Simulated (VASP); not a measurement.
Input:

```
Ga
1.0
    2.26000    -3.83000     0.00000
    2.26000     3.83000     0.00000
    0.00000     0.00000     4.53000
Ga
4
Direct
  0.15490   0.84510   0.91900
  0.34510   0.65490   0.41900
  0.65490   0.34510   0.58100
  0.84510   0.15490   0.08100
```

Calculation: PBE GGA, VASP's PBE PAW potentials (set 64) (plane waves; VASP). Numerical set-up: 520 eV cut-off, 7×7×6 Γ-centred mesh, first-order Methfessel-Paxton smearing of 0.10 eV, potentials Ga_d.

**Question.** Give the force on each atom (eV/Å).

**Answer.** 
```tsv
atom	Fx	Fy	Fz
Ga1	0.000	-0.099	-0.042
Ga2	0.000	0.099	-0.042
Ga3	0.000	-0.099	0.042
Ga4	0.000	0.099	0.042
```

**Question.** Give the stress tensor in GPa (positive for a compressed cell).

**Answer.** 
```
0.83  0.00  0.00
0.00  2.64  0.00
0.00  0.00  2.29
```
The pressure is its mean diagonal, 1.92 GPa.

The compound is Ga in the alpha structure. The cell was not relaxed at this level. The run is one of a series of settings (ENCUT = 520 against the base run), some of them coarse on purpose.
